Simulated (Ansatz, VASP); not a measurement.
**Mo (Mo(100)): VASP beside Ansatz**

Wanted: the spread between two codes on one cell, functional and k mesh. Valence electrons are named where the data sets of a main pair hold unlike numbers.

Main program and level: Ansatz 0.2.0; plane waves, with VASP 6.6.1 beside it; band structure at LDA.

## 1. The starting structure

The cell holds 7 atoms: 7 Mo. Its edges and angles: a = 3.150 Å, b = 3.150 Å, c = 27.450 Å, α = 90.0°, β = 90.0°, γ = 90.0°. Vacuum lies along c.

## 2. Ansatz: band structure, LDA

Ansatz runs on its default PAW (the set named soft_2) files.

A single point gives forces, pressure and levels at one fixed geometry, so differences don't come from the geometry; what else differs is listed under the comparison.

Contents of input.yaml:

```yaml
crystal:
  lattice:
    - [3.15, 0.0, 0.0]
    - [0.0, 3.15, 0.0]
    - [0.0, 0.0, 27.45]
  atoms:
    - { symbol: Mo, position: [0.0, 0.0, 0.3278688525] }
    - { symbol: Mo, position: [0.5, 0.5, 0.3852459016] }
    - { symbol: Mo, position: [0.0, 0.0, 0.4426229508] }
    - { symbol: Mo, position: [0.5, 0.5, 0.5] }
    - { symbol: Mo, position: [0.0, 0.0, 0.5573770492] }
    - { symbol: Mo, position: [0.5, 0.5, 0.6147540984] }
    - { symbol: Mo, position: [0.0, 0.0, 0.6721311475] }
hamiltonian:
  xc: lda
  pseudopotentials: { kind: paw }
kpoints:
  mp_grid: { grid: [13, 13, 1] }
  band_path:
    path:
      - [0.5, 0.5, 0.0]
      - [0.46154, 0.46154, 0.0]
      - [0.42308, 0.42308, 0.0]
      - [0.34615, 0.34615, 0.0]
      - [0.30769, 0.30769, 0.0]
      - [0.23077, 0.23077, 0.0]
      - [0.19231, 0.19231, 0.0]
      - [0.15385, 0.15385, 0.0]
      - [0.07692, 0.07692, 0.0]
      - [0.03846, 0.03846, 0.0]
      - [0.0, 0.0, 0.0]
      - [0.0, 0.03846, 0.0]
      - [0.0, 0.07692, 0.0]
      - [0.0, 0.15385, 0.0]
      - [0.0, 0.19231, 0.0]
      - [0.0, 0.26923, 0.0]
      - [0.0, 0.30769, 0.0]
      - [0.0, 0.38462, 0.0]
      - [0.0, 0.42308, 0.0]
      - [0.0, 0.46154, 0.0]
      - [0.0, 0.5, 0.0]
      - [0.03846, 0.5, 0.0]
      - [0.11538, 0.5, 0.0]
      - [0.15385, 0.5, 0.0]
      - [0.19231, 0.5, 0.0]
      - [0.26923, 0.5, 0.0]
      - [0.30769, 0.5, 0.0]
      - [0.38462, 0.5, 0.0]
      - [0.42308, 0.5, 0.0]
      - [0.5, 0.5, 0.0]
    npoints: 1
scf:
  occupations: { method: fermi_dirac, width: 0.1 }
  n_extra_bands: 9
efield:
  axis: 3
  dipole_correction: true
  ramp_width: 0.04
output:
  forces: true
  eigenvalues: true
```

Command:

```sh
$ ansatz run input.yaml --threads 4 --pin off --max-ram 9216MiB --backend cpu --events-out ev --progress --plain --runs-dir out
```

Numbers of over 12 decimals in the logs are rounded to 6 here.

The program printed:

```text
scf.n_extra_bands = 9 over 49 filled bands (N_el = 98.0): the run solves 58 bands
Engine: ansatz 0.2.0, x86_64-unknown-linux-gnu
Pseudopotentials: kind: paw
Pseudopotential: Mo, paw, valence charge 14, recommended cutoff 420 eV (normal), Mo.paw.azcp
Functional definition: SPW92
  exchange = slater_x
  correlation = pw_c
Crystal: 7 atoms, lattice volume = 272.373 Å³
Basis set: ecut = 420 eV, 5379 PW (Γ)
Bands: 58, of which v1, the nominal top of the filled ones, is band 49 counted from 1 (48 counted from 0)
Symmetry: 8 space group operations
k-points: 28 of 169
Non-local potential: Mo, projectors of the file, l = 0: 3, l = 1: 2, l = 2: 2, l = 3: 1
PAW form: soft (Blöchl's): semilocal exchange-correlation on the pseudo side does not see the compensation charge
PAW frozen core: Mo, regenerated for the run's functional, and the local potential with it (the file was generated under x = pbe(κ = 0.804, μ = 0.219515), c = pbe(β = 0.066725))
PAW one-centre angular grid: Mo, 590 points (default); XC on 64 Gauss nodes
Initial density: superposition of atomic densities (neutral atoms: chi_scale 0, normalization atom), corrected by the library's trained network
Initial wavefunctions: pseudopotential atomic-orbital guess
Functional: x = slater, c = lda
SCF iter   1: F=—  HF=-33894.966953 eV  |F-HF|=—  |Δ(HF+E_count)|=         —  Δρ=8.69e-3  dr2=8.68e-1  ethr=1.77e-3  p=0.000 e·Å  D=2.81e-13 V/Å  ΔV_dip=-0.00 eV  dr2_dipole=2.21e-7  V_vac-E_F(+/−)=4.29/4.29 eV  ⟨swp⟩=8.2  Hψ=7725  notcnv=0
efield: sawtooth ramp at fractional position 0.9800 (placed from the atoms, in the widest stretch of the axis that holds none; the zero of the levels goes with the place), width 0.0400; the density the first Hamiltonian is built on has a dipole p = 0.000 e·Å; the dipole correction subtracts the counter field D = 2.81e-13 V/Å, which shifts the + side's vacuum level by -0.00 eV against the − side's; the planar-averaged density in the ramp window peaks in size at 7.0e-6 e/Å³
preconditioner: auto → LDOS  [metal: Δε(μ)=0.004 eV  Ē_g=3.627 eV  σ=0.100 eV  W_gap=0.01  n_scr=64 (ndim 8)  ℏωp=14.6 eV  f_vac=0.527  D(μ)=7.31/eV (n_scr^D=54)  β→1.0]
SCF iter   2: F=—  HF=-33894.937911 eV  |F-HF|=—  |Δ(HF+E_count)|=   2.90e-2  Δρ=4.79e-3  dr2=1.17e-1  ethr=8.86e-4  p=0.000 e·Å  D=1.24e-5 V/Å  ΔV_dip=-0.00 eV  dr2_dipole=3.42e-7  V_vac-E_F(+/−)=4.25/4.25 eV  ⟨swp⟩=2.1  Hψ=2202  notcnv=0
SCF iter   3: F=—  HF=-33894.929809 eV  |F-HF|=—  |Δ(HF+E_count)|=   8.10e-3  Δρ=2.81e-3  dr2=4.63e-2  ethr=1.19e-4  p=0.000 e·Å  D=5.52e-6 V/Å  ΔV_dip=-0.00 eV  dr2_dipole=2.21e-8  V_vac-E_F(+/−)=4.26/4.26 eV  ⟨swp⟩=2.3  Hψ=2483  notcnv=0
SCF iter   4: F=—  HF=-33894.925512 eV  |F-HF|=—  |Δ(HF+E_count)|=   4.30e-3  Δρ=3.42e-4  dr2=5.48e-4  ethr=4.73e-5  p=0.000 e·Å  D=4.03e-6 V/Å  ΔV_dip=-0.00 eV  dr2_dipole=9.91e-9  V_vac-E_F(+/−)=4.26/4.26 eV  ⟨swp⟩=2.0  Hψ=2049  notcnv=0
SCF iter   5: F=—  HF=-33894.925462 eV  |F-HF|=—  |Δ(HF+E_count)|=   4.98e-5  Δρ=1.62e-4  dr2=1.20e-4  ethr=5.59e-7  p=0.000 e·Å  D=2.29e-6 V/Å  ΔV_dip=-0.00 eV  dr2_dipole=8.48e-10  V_vac-E_F(+/−)=4.26/4.26 eV  ⟨swp⟩=3.1  Hψ=2853  notcnv=0
SCF iter   6: F=—  HF=-33894.925475 eV  |F-HF|=—  |Δ(HF+E_count)|=   1.25e-5  Δρ=5.87e-5  dr2=2.43e-5  ethr=1.22e-7  p=0.000 e·Å  D=1.05e-6 V/Å  ΔV_dip=-0.00 eV  dr2_dipole=4.69e-12  V_vac-E_F(+/−)=4.26/4.27 eV  ⟨swp⟩=2.0  Hψ=2112  notcnv=0
SCF iter   7: F=—  HF=-33894.925843 eV  |F-HF|=—  |Δ(HF+E_count)|=   3.68e-4  Δρ=1.28e-5  dr2=1.05e-6  ethr=2.48e-8  p=0.000 e·Å  D=4.45e-7 V/Å  ΔV_dip=-0.00 eV  dr2_dipole=6.28e-11  V_vac-E_F(+/−)=4.27/4.27 eV  ⟨swp⟩=2.1  Hψ=2109  notcnv=0
SCF iter   8: F=—  HF=-33894.925843 eV  |F-HF|=—  |Δ(HF+E_count)|=   5.05e-7  Δρ=5.05e-6  dr2=3.43e-7  ethr=1.07e-9  p=0.000 e·Å  D=1.85e-7 V/Å  ΔV_dip=-0.00 eV  dr2_dipole=3.33e-13  V_vac-E_F(+/−)=4.27/4.27 eV  ⟨swp⟩=3.4  Hψ=3184  notcnv=0
SCF iter   9: F=-33894.925843 eV  HF=-33894.925843 eV  |F-HF|=1.78e-9  |Δ(HF+E_count)|=   9.64e-8  Δρ=1.90e-6  dr2=2.53e-8  ethr=1.02e-10  p=0.000 e·Å  D=7.03e-8 V/Å  ΔV_dip=-0.00 eV  dr2_dipole=1.48e-14  V_vac-E_F(+/−)=4.27/4.27 eV  ⟨swp⟩=6.5  Hψ=7673  notcnv=0
SCF 1 converged in 9 iterations: F = -33894.925843 eV  dr2 = 2.53e-8
  greatest PAW one-centre occupation: 0.999 electrons in one spin orbital (limit 2), on the Mo atom at site 5 (counted from 0), in its partial waves of l = 0
NSCF: frozen V_eff on 30 k-points
efield: sawtooth ramp at fractional position 0.9800 (kept from the solve that this one continues, or follows in the run), width 0.0400; the density the first Hamiltonian is built on has a dipole p = 0.000 e·Å; the dipole correction subtracts the counter field D = 7.03e-8 V/Å, which shifts the + side's vacuum level by -0.00 eV against the − side's; the planar-averaged density in the ramp window peaks in size at 5.3e-7 e/Å³
SCF converged after 9 iterations
Free energy (F): -33894.925843 eV
Harris-Foulkes:  -33894.925843 eV  (|F-HF|=1.78e-9)
Internal energy: -33894.683231 eV  (E = F + TS)
E sigma→0 (E₀):  -33894.804537 eV
Entropy (-TS):   -0.242612 eV (-34.659 meV/atom)
Fermi energy:    5.853888 eV
Dipole field:    D = 0.000000 V/Å  (p = 0.000000 e·Å, saw-weighted, corrected)
Work function:   Φ+ = 4.2695 eV   Φ− = 4.2695 eV
Levels:          The Fermi level and band energies are counted from a zero that moves with the ramp; work functions are not
--- Per-component energies (eV) ---
  E_band       = -1850.029104
  E_kinetic    = 3076.888737
  E_local      = -149698.980313  (includes V_loc(G=0)·N_el)
  E_nonlocal   = 1037.762706
  E_hartree    = 73178.209409
  E_xc         = -1268.706186
  E_vxc        = -1589.836705  (∫ρ·V_xc dr)
  E_paw        = -21625.993686  (= ΣΔE_a)
  E_vpaw       = -1032.316027  (= ΣTr[D̂ρ^β])
  E_aug_tail   = 0.000210  (compensation charges beyond the density's cutoff)
  E_efield     = 0.000000  (sawtooth field / dipole correction)
  E_vefield    = 0.000000  (∫n·V_field dr)
  E_ewald      = 61402.826179
  E_core_change = 3.309714  (= ΣΔE_core)
  E_smearing   = -0.242612  (= −TS)
  E_closure    = 0.000000  (closes the sum)
  Σ components = -33894.925843   (vs F -33894.925843, Δ=0.00e0)
--- Forces (eV/Å), atoms counted from 1 ---
  atom   1  Mo    -0.00000000     0.00000000     2.08305012
  atom   2  Mo    -0.00000000     0.00000000    -1.23404762
  atom   3  Mo    -0.00000000     0.00000000    -0.21236737
  atom   4  Mo    -0.00000000     0.00000000    -0.00000008
  atom   5  Mo     0.00000000     0.00000000     0.21236748
  atom   6  Mo     0.00000000     0.00000000     1.23404746
  atom   7  Mo     0.00000000     0.00000000    -2.08305040
  max |Σ_I F_I| component: 4.16e-7 eV/Å
--- Band table (eV; the first three rows and the last of 28) ---
  k-point 0: bands = [... 45 lower, 5.1010, 5.1010, 5.2832, 5.7296, 5.7296, 5.7702, 5.7752, 6.1398, ... 5 higher]
  k-point 1: bands = [... 45 lower, 5.1914, 5.2039, 5.4777, 5.5195, 5.5717, 5.7739, 6.1414, 6.2809, ... 5 higher]
  k-point 2: bands = [... 45 lower, 5.1452, 5.2102, 5.4135, 5.5041, 5.8456, 5.9702, 6.3376, 6.5052, ... 5 higher]
  k-point 27: bands = [... 45 lower, 5.9016, 5.9209, 7.3349, 7.3470, 7.6451, 7.6518, 7.7005, 7.7241, ... 5 higher]
```

Elapsed: 17 s, on 4 threads of Intel Xeon Platinum 8488C (Sapphire Rapids), shared host; peak memory 0.84 GiB.

(Continued in part 2 of 2.)

[Lines on the potential files, build, host, timing and source positions are cut from VASP's logs without a mark.]

[Logs are printed without paths, hosts, clocks, repeated set-up lines and the standing remarks that a program may print on its own settings, such as how far it seeks lower states.]

[Hosts, paths, dates, database ids (printed as entryN), source tags and the programs' standing remarks are cut or masked in the printed files.]
